## One crystal, five volumes

How much room does a formula unit of rock-salt TaN take up? A density functional calculation answers by letting the cell expand or shrink until the energy is lowest. The exact functional would give a single volume. The approximate functionals in use give several, although the atoms, the structure, the k mesh and the cutoff stay the same.

VASP 6.6.1, plane-wave PAW DFT without spin polarisation, spin–orbit coupling or dispersion correction, for rock-salt TaN (2-atom primitive cell). All rows use a 600 eV cutoff, a 16 × 16 × 16 k mesh and Gaussian smearing of 0.1 eV. Volume changes are relative to the common starting cell; relaxed lengths are edges of the primitive cell.

```tsv
functional	potentials	volume change (%)	relaxed length a (Å)	relaxed length b (Å)	relaxed length c (Å)
LDA	VASP-PAW-LDA-potentials,-recommended	-4.450	3.080	3.080	3.080
PBE	VASP-PAW-PBE-potentials,-recommended	-0.160	3.126	3.126	3.126
PBEsol	VASP-PAW-PBE-potentials,-recommended	-2.900	3.097	3.097	3.097
RPBE	VASP-PAW-PBE-potentials,-recommended	1.290	3.141	3.141	3.141
r2SCAN	VASP-PAW-PBE-potentials,-recommended	-1.210	3.115	3.115	3.115
```

The volume change is counted from one starting cell common to all rows. The relaxed lengths a, b and c are edges of the primitive cell, and they agree because the crystal stays cubic. From LDA to RPBE the volume grows by 6.0 %, or the edge by 2.0 %. All five rows estimate the same quantity, so at least four of them must be off by some amount, and this can be seen without any measurement.

### Why the smallest change is not the best result

PBE barely alters the starting cell, with a volume change of −0.16 %, and it is tempting to call it the accurate functional. But that column measures distance from the starting cell, and nothing in the data marks the starting cell as a measured one. It may itself have been relaxed with PBE, in which case the near agreement shows only that PBE reproduces PBE. A small deviation is evidence of accuracy only when the reference is independent of the method being judged.

The table therefore shows how strongly the volume depends on the functional, but not which functional comes closest to nature. A measured lattice constant would not settle the matter at once. Rock-salt TaN is metastable and real samples often contain vacancies, whereas the calculated crystal is perfect. Thermal expansion, zero-point motion and spin–orbit coupling are also absent from all the rows.

### Is the spread a numerical accident?

Before a functional is blamed, the relaxation itself should be checked. In all five rows the pressure left at the end is at most 0.04 GPa. The PBE row, whose run also supplied the elastic constants used below, was relaxed from the same starting cell as the others and ended at 0.011 GPa. With the stiffness of TaN, a leftover pressure of 0.04 GPa corresponds to an error of about 0.01 % in volume. The closest neighbours in the series, r2SCAN and PBE, differ by 1.1 %, about a hundred times more.

A second check uses the energy. A crystal near its preferred volume behaves like a spring: the further it starts from rest, the more energy it releases on the way there. If each functional has found its own minimum, the energy released should match the distance travelled. For small changes,

E ≈ ½ B V x²

where B is the bulk modulus (the resistance to compression), V the relaxed volume and x the fractional difference between starting and relaxed volume.

The elastic constants computed with PBE give B = 331 GPa, or 2.06 eV/Å³. For LDA the primitive edge of 3.080 Å gives V = 3.080³/√2 = 20.66 Å³, and the volume change of −4.45 % gives x = 1/0.9555 − 1 = 0.0466. Then

E ≈ ½ × 2.06 × 20.66 × 0.0466² ≈ 0.046 eV.

The LDA run itself released 0.048 eV. No constant was adjusted to this energy, since the stiffness came from a separate PBE calculation.

The same estimate comes within about 5 % of the computed energy for PBEsol, RPBE and r2SCAN as well. The remaining misses have a pattern: the three functionals with smaller cells than PBE release slightly more energy than predicted, and RPBE slightly less. A more compact crystal that is also stiffer would give these signs, but the stiffness was computed only with PBE, and departures from the simple spring law can be of similar size. The PBE run itself reports no warning, but the makers of the data caution, from tests on other systems, that the response of a metal on a working k mesh may not be converged, so B should not be read too finely. The four volumes tested thus behave as real minima of four different energy curves. PBE fits as well, though it is a weak test: it started so close to its minimum that it released only about 0.06 meV, which is also what the spring law gives.

Neither check tests the cutoff, the k mesh or the potentials. The first two are the same in all rows, so their errors are expected to cancel largely in the differences. The potentials were made for LDA or for PBE, and using the PBE set with PBEsol, RPBE and r2SCAN may shift those volumes a little.

### The error acts like a pressure

Replacing one functional by another adds a correction to the energy at every volume. If the correction were the same at all volumes, the cell would not notice it. What moves the minimum is the slope of the correction, and an energy slope with respect to volume is a pressure. A faulty functional therefore squeezes or inflates the crystal as an external force would.

Without the exact functional the full false pressure is unknown, but the difference between two functionals follows from the stiffness. Compressing the PBE cell to the LDA volume would take roughly 15 GPa, and stretching it to the RPBE volume a tension of about 5 GPa. The second figure corresponds to an energy slope of only 0.03 eV per Å³. Such a small difference in the slope is enough to change a lattice constant visibly, even in a material as stiff as this one; in a softer crystal the same false pressure would shift the volume more.

This has a practical side. A TaN cell taken from a PBE calculation and then used unchanged with LDA is a stretched crystal, with edges 1.5 % too long for that functional (4.421 against 4.356 Å). Elastic constants or film strains computed from it would include this hidden tension. The cell should be relaxed with the functional that is used afterwards.

### Where the pressure comes from

LDA treats each point of the crystal as if it belonged to a uniform electron gas of the local density. Real electron density is uneven: it is high near the nuclei and thin between the atoms. Gradient-corrected functionals such as PBE take this unevenness into account, and their exchange energy is lowered where the density varies strongly on its own length scale. When a crystal is stretched, the density between the atoms thins out and its relative variation grows. The gradient correction thus favours the larger cell and pushes outward, which is why PBE gives a larger volume than LDA.

This argument is standard theory, and one pair of rows tests part of it cleanly. PBE and RPBE share the same potentials, the same correlation and the same response of exchange to weak gradients. They differ only in how strongly exchange is enhanced once the gradients are larger, where RPBE gains more. RPBE gives a volume 1.5 % larger, so this one ingredient is enough to expand the crystal.

### Where a one-number picture breaks down

It would be convenient if a single number, the strength of exchange at weak gradients, fixed the volume. This coefficient is roughly 0.12 in PBEsol and 0.22 in PBE and RPBE. PBEsol should then lie about 55 % of the way from LDA to PBE, and RPBE should coincide with PBE. The computed PBEsol volume lies only 36 % of the way, and RPBE overshoots PBE by a third of the LDA–PBE distance.

The RPBE miss has just been explained: strong gradients matter too. For PBEsol, the likely reason is correlation. Its gradient correction works against that of exchange, so the net outward push is a difference between two opposing terms. In going from PBE to PBEsol, exchange is cut to roughly half, but the opposing correlation term only to about two thirds. Correlation is then expected to take back a larger share of the outward push in PBEsol than in PBE. The calculations do not separate the two terms, and LDA, which marks one end of the scale, uses its own potentials, so this explanation is argued rather than shown.

### Why no setting of the gradient cures it

The deeper cause is that one formula has to serve very different densities. Free atoms, with their rapidly decaying outer density, call for a strong gradient correction. The slowly varying density inside a dense solid calls for a weaker one. PBE leans towards the needs of atoms, and PBEsol weakens the correction to improve the lattice constants of solids. RPBE strengthens it at large gradients, which helps with the binding of molecules to surfaces. A functional that sees only the density and its gradient cannot fully satisfy all these demands, and the volumes in the table record the different compromises.

r2SCAN has one more piece of information, the kinetic energy density of the electrons, which helps it to tell different kinds of bonding apart. Its volume falls between those of PBEsol and PBE. That is a reasonable place for a functional meant to serve both atoms and solids, but a middle position is not proof of accuracy. Without an independent reference, the spread of the five rows is a more honest guide to the uncertainty than the small change of any one of them, though an error shared by all five would not show in it. The rows are also a selection, from which failed runs and some with graver warnings were left out, so a fuller set of functionals might spread more widely. The printed analysis below gives the volume of each functional relative to PBE, the pressures that match the gaps from PBE to LDA and to RPBE, and the energy test for the four functionals other than PBE.

Numerical output:

```
Volumes by functional:
     row  conventional edge in angstrom  volume against PBE in %  fraction of the way from LDA to PBE
     LDA                          4.356                   -4.297                                    0
     PBE                          4.421                        0                                    1
  PBEsol                           4.38                   -2.744                               0.3613
    RPBE                          4.442                    1.452                                1.338
  r2SCAN                          4.405                   -1.052                               0.7552
Volume of RPBE above LDA in %: 6.007
Edge of RPBE above LDA in %: 1.981
Volume of PBE above r2SCAN in %, smallest gap between neighbours: 1.063
Bulk modulus from the PBE elastic constants in GPa: 330.7
Largest residual pressure in GPa: 0.03972
Volume error from that residual pressure in %: 0.01201
Pressure equivalent to the LDA to PBE volume gap in GPa: 14.53
Pressure equivalent to the PBE to RPBE volume gap in GPa: 4.769
LDA energy released, computed, meV per cell: 48.26
LDA energy released, predicted, meV per cell: 46.25
PBEsol energy released, computed, meV per cell: 19.92
PBEsol energy released, predicted, meV per cell: 19.34
RPBE energy released, computed, meV per cell: 3.52
RPBE energy released, predicted, meV per cell: 3.668
r2SCAN energy released, computed, meV per cell: 3.48
r2SCAN energy released, predicted, meV per cell: 3.309
PBEsol fraction of the way from LDA to PBE if exchange coefficient alone counted: 0.5455
PBEsol fraction of the way from LDA to PBE, computed: 0.3613
RPBE fraction, computed, where the coefficient alone would give 1: 1.338
```
